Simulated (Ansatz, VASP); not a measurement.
## Al (linear Al chain): VASP beside Ansatz

One calculation is typed for both programs; each brings its own data sets. How far apart do they land? The structure shown is the end of the Ansatz relaxation below.

Calculated with Ansatz 0.2.0; plane waves, with VASP 6.6.1 beside it; single point at PBE and single point at LDA.

## 1. The starting structure

The cell holds 1 atom: 1 Al. Its edges and angles: a = 7.500 Å, b = 7.500 Å, c = 2.415 Å, α = 90.0°, β = 90.0°, γ = 90.0°. Vacuum lies along a and b. The structure's axis is c.

## 2. Ansatz: relaxation, PBE

Ansatz runs on its default PAW (the set named soft_2) files.

This run makes the geometry at which the two programs are then compared.

File input.yaml:

```yaml
crystal:
  lattice:
    - [7.5, 0.0, 0.0]
    - [0.0, 7.5, 0.0]
    - [0.0, 0.0, 2.2506]
  atoms:
    - { symbol: Al, position: [0.5, 0.5, 0.0] }
kpoints:
  mp_grid: { grid: [1, 1, 36] }
scf:
  occupations: { method: fermi_dirac, width: 0.05 }
hamiltonian:
  xc: pbe
relax:
  cell: { fix: [a, b, alpha, beta, gamma] }
  max_steps: 60
```

Command:

```console
$ ansatz run input.yaml --threads 4 --pin off --max-ram 8192MiB --backend cpu --events-out ev --progress --plain --runs-dir out
```

Numbers of over 12 decimals in the logs are rounded to 6 here.

The log of the run:

```text
Engine: ansatz 0.2.0, aarch64-unknown-linux-gnu
Pseudopotentials: kind: paw
Pseudopotential: Al, paw, valence charge 3, recommended cutoff 420 eV (normal), Al.paw.azcp
Functional definition: PBE
  parameter kappa = 0.804
  parameter beta = 0.066725
  exchange = pbe_x(kappa = kappa, mu = beta*pi^2/3)
  correlation = pbe_c(beta = beta)
Crystal: 1 atoms, lattice volume = 126.596 Å³
Basis set: ecut = 420 eV, 2463 PW (Γ), exchange–correlation on 108×108×32 points (8 copies of the dense FFT grid, shifted against one another)
Bands: 6, of which v1, the nominal top of the filled ones, is band 2 counted from 1 (1 counted from 0)
Symmetry: 16 space group operations
Space group: P4/mmm (ITA 123), of the structure as read, at distance tolerance 5.0e-5 Å
k-points: 19 of 36
Non-local potential: Al, projectors of the file, l = 0: 2, l = 1: 2, l = 2: 1
PAW form: soft (Blöchl's): semilocal exchange-correlation on the pseudo side does not see the compensation charge
PAW one-centre angular grid: Al, 110 points (default); XC on 64 Gauss nodes
Initial density: superposition of atomic densities (neutral atoms: chi_scale 0, normalization atom), corrected by the library's trained network
Initial wavefunctions: pseudopotential atomic-orbital guess
Functional: x = pbe(κ = 0.804, μ = 0.219515), c = pbe(β = 0.066725)
SCF iter   1: F=—  HF=-535.415103 eV  |F-HF|=—  |Δ(HF+E_count)|=         —  Δρ=1.90e-3  dr2=4.54e-3  ethr=1.77e-3  ⟨swp⟩=6.8  Hψ=1291  notcnv=0
preconditioner: auto → LDOS  [insulator: Δε(μ)=0.191 eV  Ē_g=7.510 eV  σ=0.050 eV  W_gap=0.74  n_scr=8 (ndim 8)  ℏωp=5.7 eV  f_vac=0.495  D(μ)=1.04/eV (n_scr^D=8)  ε∞_Penn≈1.6  β→1.0]
SCF iter   2: F=—  HF=-535.416535 eV  |F-HF|=—  |Δ(HF+E_count)|=   1.43e-3  Δρ=5.41e-4  dr2=2.26e-4  ethr=1.51e-4  ⟨swp⟩=2.4  Hψ=347  notcnv=0  defer=9
SCF iter   3: F=—  HF=-535.416872 eV  |F-HF|=—  |Δ(HF+E_count)|=   3.37e-4  Δρ=1.14e-4  dr2=1.07e-5  ethr=7.55e-6  ⟨swp⟩=2.6  Hψ=159  notcnv=0  defer=9
SCF iter   4: F=—  HF=-535.416832 eV  |F-HF|=—  |Δ(HF+E_count)|=   3.99e-5  Δρ=1.19e-5  dr2=2.63e-7  ethr=3.57e-7  ⟨swp⟩=2.1  Hψ=136  notcnv=0  defer=9
iter 5 did not close the SCF: its close was put off for the readings that it lacked (scf_convergence_deferred on its scf_iter line)
SCF iter   5: F=-535.416832 eV  HF=-535.416832 eV  |F-HF|=6.37e-9  |Δ(HF+E_count)|=   3.39e-7  Δρ=2.66e-6  dr2=1.46e-8  ethr=8.78e-9  ⟨swp⟩=2.1  Hψ=136  notcnv=0  defer=9
SCF iter   6: F=-535.416832 eV  HF=-535.416832 eV  |F-HF|=3.65e-10  |Δ(HF+E_count)|=   8.03e-9  Δρ=5.67e-7  dr2=8.35e-10  ethr=4.86e-10  ⟨swp⟩=2.3  Hψ=329  notcnv=0
SCF 1 converged in 6 iterations: F = -535.416832 eV  dr2 = 8.35e-10
  greatest PAW one-centre occupation: 0.508 electrons in one spin orbital (limit 2), on the Al atom at site 0 (counted from 0), in its partial waves of l = 0
relax step   1: F+E_penalty+E_count = -535.41683240 eV  Δ(F+E_penalty+E_count) = +0.000e0 eV  max|allowed force component| = 0.000e0 eV/Å  Δτ_max = 0.0000 Å  P = +2.042 GPa  Ω = 126.596 Å³  fix = [a, b, alpha, beta, gamma]  reactions: a +0.205, b +0.205 GPa  (6 SCF iters, dr2 threshold 1.00e-7 eV, accepted)
[...]
relax step   2: F+E_penalty+E_count = -535.54483521 eV  Δ(F+E_penalty+E_count) = -1.280e-1 eV  max|allowed force component| = 0.000e0 eV/Å  Δτ_max = 0.0000 Å  P = +0.777 GPa  Ω = 132.127 Å³  energy of the carried Pulay correction = -3.270e-4 eV  fix = [a, b, alpha, beta, gamma]  reactions: a +0.203, b +0.203 GPa  (6 SCF iters, dr2 threshold 1.00e-7 eV, accepted)
[...]
relax step   3: F+E_penalty+E_count = -535.56501154 eV  Δ(F+E_penalty+E_count) = -2.018e-2 eV  max|allowed force component| = 0.000e0 eV/Å  Δτ_max = 0.0000 Å  P = +0.280 GPa  Ω = 134.939 Å³  energy of the carried Pulay correction = -4.887e-4 eV  fix = [a, b, alpha, beta, gamma]  reactions: a +0.201, b +0.201 GPa  (5 SCF iters, dr2 threshold 1.00e-7 eV, accepted)
[...]
relax step   4: F+E_penalty+E_count = -535.56621364 eV  Δ(F+E_penalty+E_count) = -1.202e-3 eV  max|allowed force component| = 0.000e0 eV/Å  Δτ_max = 0.0000 Å  P = +0.136 GPa  Ω = 135.855 Å³  energy of the carried Pulay correction = -5.407e-4 eV  fix = [a, b, alpha, beta, gamma]  reactions: a +0.201, b +0.201 GPa  (4 SCF iters, dr2 threshold 1.00e-7 eV, accepted)
[...]
relax step   5: F+E_penalty+E_count = -535.56734721 eV  Δ(F+E_penalty+E_count) = -1.134e-3 eV  max|allowed force component| = 0.000e0 eV/Å  Δτ_max = 0.0000 Å  P = +0.147 GPa  Ω = 135.855 Å³  fix = [a, b, alpha, beta, gamma]  reactions: a +0.206, b +0.206 GPa  stress off target by 2.88e-2 GPa on what of the cell is left free  SCF on the basis re-selected at this cell (its energy is not comparable with the rows above)  (5 SCF iters)
basis re-selected at this cell: Δ(F+E_penalty+E_count) = -1.134e-3 eV, ΔP = +0.011 GPa vs the last step (what re-selecting the basis moved, of the pressure what is left beyond the Pulay correction that the steps carried, after the strain that the cell walked since its last selection, with what the two solves' SCF thresholds leave and, on support functions, any second-order correction that the steps lacked; it is no measure of the basis error at this ecutwfc). The dense FFT grid was sized anew with the basis: this SCF ran on 54×54×18 points, the steps before it on 54×54×16, so part of this shift can come from that change (see relax.cell in the input reference). [rest of the remark cut]
SCF converged after 5 iterations
Free energy (F): -535.567347 eV
Harris-Foulkes:  -535.567347 eV  (|F-HF|=1.14e-12)
Internal energy: -535.556339 eV  (E = F + TS)
E sigma→0 (E₀):  -535.561843 eV
Entropy (-TS):   -0.011008 eV (-11.008 meV/atom)
Fermi energy:    -2.517210 eV
--- Per-component energies (eV) ---
  E_band       = -16.705836
  E_kinetic    = 19.220512
  E_local      = -73.565332  (includes V_loc(G=0)·N_el)
  E_nonlocal   = 11.198128
  E_hartree    = 27.592642
  E_xc         = -36.813492
  E_vxc        = -24.965557  (∫ρ·V_xc dr)
  E_paw        = -467.448407  (= ΣΔE_a)
  E_vpaw       = -3.778873  (= ΣTr[D̂ρ^β])
  E_aug_tail   = -0.000002  (compensation charges beyond the density's cutoff)
  E_ewald      = -15.740387
  E_smearing   = -0.011008  (= −TS)
  E_closure    = 0.000000  (closes the sum)
  Σ components = -535.567347   (vs F -535.567347, Δ=0.00e0)
--- Forces (eV/Å), atoms counted from 1 ---
  atom   1  Al    -0.00000000    -0.00000000    -0.00000000
  max |Σ_I F_I| component: 6.90e-31 eV/Å
--- Stress (GPa, compression-positive) ---
        0.205513      -0.000000       0.000000
       -0.000000       0.205513      -0.000000
        0.000000      -0.000000       0.028789
  P = ⅓ Tr σ = 0.1466 GPa (1.466 kbar)
--- Relaxed structure (4 steps of the walk, 4 accepted, 1 SCFs on fresh bases) ---
  F+E_penalty+E_count = -535.56734721 eV   max|allowed force component| = 0.000e0 eV/Å   (the final SCF, on the basis selected at the relaxed cell)
  cell:  # Å, volume = 135.8547 Å³
    - [7.5, 0.0, 0.0]
    - [0.0, 7.5, 0.0]
    - [0.0, 0.0, 2.415195]
  atoms:
    - { symbol: Al, position: [0.5, 0.5, 0.0] }
```

## 3. VASP: single point, PBE, pair 1

The same cell, functional, mesh and smearing now go to VASP, with its own data sets.

Lines of VASP's logs that name or quote its potential files are left out, and so is its time.

File INCAR:

```
SYSTEM = Al
PREC = Accurate
ENCUT = 500
EDIFF = 1E-06
NELM = 120
ISMEAR = -1
SIGMA = 0.05
LREAL = .FALSE.
ALGO = Normal
GGA = PE
NBANDS = 7
LORBIT = 11
LWAVE = .FALSE.
LCHARG = .FALSE.
ISIF = 2
LASPH = .TRUE.
GGA_COMPAT = .FALSE.
```

File POSCAR:

```
Al
1.0
    7.5000000000      0.0000000000      0.0000000000
    0.0000000000      7.5000000000      0.0000000000
    0.0000000000      0.0000000000      2.4151947385
Al
1
Direct
    0.5000000000      0.5000000000      0.0000000000
```

File KPOINTS:

```
Automatic mesh
0
Gamma
1 1 36
0 0 0
```

PAW data sets: Al (PBE family, release 64).

Command:

```console
$ mpirun -np 1 vasp_std
```

The log of the run:

```text
[banner, memory and clock lines left out]
running    1 mpi-ranks, on    1 nodes
 distrk:  each k-point on    1 cores,    1 groups
 distr:  one band on    1 cores,    1 groups

 POSCAR found type information on POSCAR Al
 POSCAR found :  1 types and       1 ions
 LDA part: xc-table for (Slater+PW92), standard interpolation
 POSCAR, INCAR and KPOINTS ok, starting setup
 FFT: planning ... GRIDC
 FFT: planning ... GRID_SOFT
 FFT: planning ... GRID
 WAVECAR not read
 entering main loop
       N       E                     dE             d eps       ncg     rms          rms(c)
DAV:   1     0.385486024825E+01    0.38549E+01   -0.74773E+02   266   0.195E+02
DAV:   2    -0.184712944621E+01   -0.57020E+01   -0.47350E+01   350   0.252E+01
DAV:   3    -0.195700654958E+01   -0.10988E+00   -0.10946E+00   399   0.498E+00
DAV:   4    -0.195825008979E+01   -0.12435E-02   -0.12435E-02   385   0.592E-01
DAV:   5    -0.195827416671E+01   -0.24077E-04   -0.24077E-04   413   0.814E-02    0.188E+00
DAV:   6    -0.186297044960E+01    0.95304E-01   -0.70790E-02   287   0.788E-01    0.110E+00
DAV:   7    -0.181018500884E+01    0.52785E-01   -0.17010E-01   294   0.125E+00    0.136E-01
DAV:   8    -0.181112019143E+01   -0.93518E-03   -0.44633E-03   266   0.370E-01    0.705E-02
DAV:   9    -0.181096371155E+01    0.15648E-03   -0.18067E-03   280   0.160E-01    0.338E-02
DAV:  10    -0.181120918912E+01   -0.24548E-03   -0.98749E-05   266   0.605E-02    0.159E-02
DAV:  11    -0.181144672867E+01   -0.23754E-03   -0.12481E-04   266   0.545E-02    0.604E-03
DAV:  12    -0.181149090387E+01   -0.44175E-04   -0.18422E-05   266   0.197E-02    0.679E-03
DAV:  13    -0.181149269752E+01   -0.17937E-05   -0.65638E-06   273   0.881E-03    0.192E-03
DAV:  14    -0.181149320286E+01   -0.50534E-06   -0.17952E-07   315   0.215E-03
   1 F= -.18114932E+01 E0= -.18059949E+01  d E =-.109966E-01
```

Parts of OUTCAR (step 3):

```text
ion  position               nearest neighbor table
   1  0.500  0.500  0.000-

  LATTYP: Found a simple tetragonal cell.
 ALAT       =     7.5000000000
 C/A-ratio  =     0.3220259651

 Subroutine GETGRP returns: Found 16 space group operations
 (whereof 16 operations were pure point group operations)

The static configuration has the point symmetry D_4h.

 Found     19 irreducible k-points:

   k-points           NKPTS =     19   k-points in BZ     NKDIM =     19   number of bands    NBANDS=      7

   dimension x,y,z NGX =    56 NGY =   56 NGZ =   18
   dimension x,y,z NGXF=   112 NGYF=  112 NGZF=   36

   ENCUT  =  500.0 eV  36.75 Ry    6.06 a.u.  13.67 13.67  4.40*2*pi/ulx,y,z

   NELECT =       3.0000    total number of electrons

 k-points in reciprocal lattice and weights: Automatic mesh
   0.00000000  0.00000000  0.00000000       0.028
   0.00000000  0.00000000  0.02777778       0.056
   0.00000000  0.00000000  0.05555556       0.056
   0.00000000  0.00000000  0.08333333       0.056
   0.00000000  0.00000000  0.11111111       0.056
   0.00000000  0.00000000  0.13888889       0.056
   0.00000000  0.00000000  0.16666667       0.056
   0.00000000  0.00000000  0.19444444       0.056
   0.00000000  0.00000000  0.22222222       0.056
[...]
0.00000000  0.00000000  0.47222222       0.056
   0.00000000  0.00000000  0.50000000       0.028

 average (electrostatic) potential at core
       1 -83.3313

 E-fermi :  -2.5113

 k-point     1 :       0.0000    0.0000    0.0000
  band No.  band energies     occupation
      1      -8.9171      2.00000
      2      -2.8941      1.99905
      3      -2.8941      1.99905
      4       0.2502      0.00000
      5       1.4645      0.00000
      6       2.6557      0.00000
      7       3.5935      0.00000

 k-point     2 :       0.0000    0.0000    0.0278
  band No.  band energies     occupation
      1      -8.8978      2.00000
      2      -2.8755      1.99863
      3      -2.8755      1.99863
      4       0.2694      0.00000
      5       1.4844      0.00000
      6       2.6755      0.00000
      7       3.6131      0.00000

 k-point     3 :       0.0000    0.0000    0.0556
  band No.  band energies     occupation
      1      -8.8399      2.00000
      2      -2.8198      1.99583
      3      -2.8198      1.99583
      4       0.3269      0.00000
      5       1.5439      0.00000
      6       2.7347      0.00000
      7       3.6718      0.00000

  Total        0.1720446      0.1720446      0.0201991      0.0000000      0.0000000      0.0000000
  in kB        2.0289757      2.0289757      0.2382146      0.0000000      0.0000000      0.0000000
  external PRESSURE =       1.4320554 kB  Pullay stress =       0.0000000 kB

  energy-cutoff  :      500.00
  volume of cell :      135.85
      direct lattice vectors                 reciprocal lattice vectors
     7.500000000  0.000000000  0.000000000     0.133333333  0.000000000  0.000000000
     0.000000000  7.500000000  0.000000000     0.000000000  0.133333333  0.000000000
     0.000000000  0.000000000  2.415194738     0.000000000  0.000000000  0.414045288

 POSITION                                       TOTAL-FORCE (eV/Angst)
 -----------------------------------------------------------------------------------
      3.75000      3.75000      0.00000         0.000000      0.000000      0.000000
 -----------------------------------------------------------------------------------
    total drift:                               -0.000000     -0.000000     -0.000000

  FREE ENERGIE OF THE ION-ELECTRON SYSTEM (eV)
  ---------------------------------------------------
  free  energy   TOTEN  =        -1.8114932029 eV

  energy  without entropy=       -1.8004965755  energy(sigma->0) =       -1.80599489

 total charge
# of ion       s       p       d       tot
------------------------------------------
    1        0.475   0.331   0.000   0.806

[... 3 further parts left out ...]
```

## 4. Side by side

Known differences besides the potentials themselves: the cutoff is 420 eV in Ansatz and 500 eV in VASP; Ansatz's pressure holds a Pulay correction, VASP's none. Total energies have different zeros and are not compared.

Both answers:

```
      quantity  Ansatz  VASP  difference
pressure (GPa)    0.15  0.14        0.00
```

## 5. Ansatz: relaxation, PBE

This run makes the geometry at which the two programs are then compared.

The structure compared here is the end of the Ansatz relaxation.

input.yaml: that of step 2 with these lines changed.

```diff
@@ -6,3 +6,5 @@
   atoms:
-    - { symbol: Al, position: [0.5, 0.5, 0.0] }
+    - { symbol: Al, position: [0.5, 0.5, 0.0], spin: 0.5 }
+magnetization:
+  spin_polarized: true
 kpoints:
```

Command:

```console
$ ansatz run input.yaml --threads 4 --pin off --max-ram 8192MiB --backend cpu --events-out ev --progress --plain --runs-dir out
```

The log of the run:

```text
[...]
Crystal: 1 atoms, lattice volume = 126.596 Å³
Basis set: ecut = 420 eV, 2463 PW (Γ), exchange–correlation on 108×108×32 points (8 copies of the dense FFT grid, shifted against one another)
Bands: 6, of which v1, the nominal top of the filled ones, is band 2 counted from 1 (1 counted from 0)
Symmetry: 16 space group operations
[...]
0.205513       0.000000       0.000000
        0.000000       0.205513       0.000000
        0.000000       0.000000       0.028842
  P = ⅓ Tr σ = 0.1466 GPa (1.466 kbar)
--- Relaxed structure (4 steps of the walk, 4 accepted, 1 SCFs on fresh bases) ---
[...]
cell:  # Å, volume = 135.8546 Å³
    - [7.5, 0.0, 0.0]
    - [0.0, 7.5, 0.0]
    - [0.0, 0.0, 2.415193]
  atoms:
    - { symbol: Al, position: [0.5, 0.5, 0.0] }
[key lines of the parts left out:]
SCF converged after 6 iterations
Magnetization: 0.0000 μB (1.5000 up, 1.5000 down)
Free energy (F): -535.567347 eV
Fermi energy:    -2.517210 eV
```

## 6. VASP: single point, PBE, pair 2

The same cell, functional, mesh and smearing now go to VASP, with its own data sets.

INCAR: that of step 3 with these lines changed.

```diff
@@ -4,3 +4,3 @@
 EDIFF = 1E-06
-NELM = 120
+NELM = 200
 ISMEAR = -1
@@ -10,3 +10,5 @@
 GGA = PE
-NBANDS = 7
+NBANDS = 8
+ISPIN = 2
+MAGMOM = 0
 LORBIT = 11
```

POSCAR: that of step 3 with these lines changed.

```diff
@@ -4,3 +4,3 @@
     0.0000000000      7.5000000000      0.0000000000
-    0.0000000000      0.0000000000      2.4151947385
+    0.0000000000      0.0000000000      2.4151928494
 Al
```

KPOINTS is that of step 3.

Command:

```console
$ mpirun -np 1 vasp_std
```

The log of the run:

```text
[... set-up lines as in an earlier step ...]
 entering main loop
       N       E                     dE             d eps       ncg     rms          rms(c)
DAV:   1     0.375725387508E+01    0.37573E+01   -0.75623E+02   608   0.177E+02
DAV:   2    -0.183937386456E+01   -0.55966E+01   -0.45436E+01   784   0.221E+01
DAV:   3    -0.195738873391E+01   -0.11801E+00   -0.11740E+00   944   0.453E+00
DAV:   4    -0.195825295635E+01   -0.86422E-03   -0.86420E-03   800   0.421E-01
[...]
DAV:  13    -0.181149052903E+01   -0.18585E-04   -0.76947E-06   656   0.127E-02    0.350E-03
DAV:  14    -0.181149267948E+01   -0.21505E-05   -0.84275E-07   664   0.369E-03    0.209E-03
DAV:  15    -0.181149303475E+01   -0.35527E-06   -0.16078E-07   672   0.131E-03
   1 F= -.18114930E+01 E0= -.18059947E+01  d E =-.109966E-01  mag=     0.0000
```

(Part 1 of 2 ends here.)

[Lines on the potential files, build, host, timing and source positions are cut from VASP's logs without a mark.]

[Logs are printed without paths, hosts, clocks, repeated set-up lines and the standing remarks that a program may print on its own settings, such as how far it seeks lower states.]

[Hosts, paths, dates, database ids (printed as entryN), source tags and the programs' standing remarks are cut or masked in the printed files.]
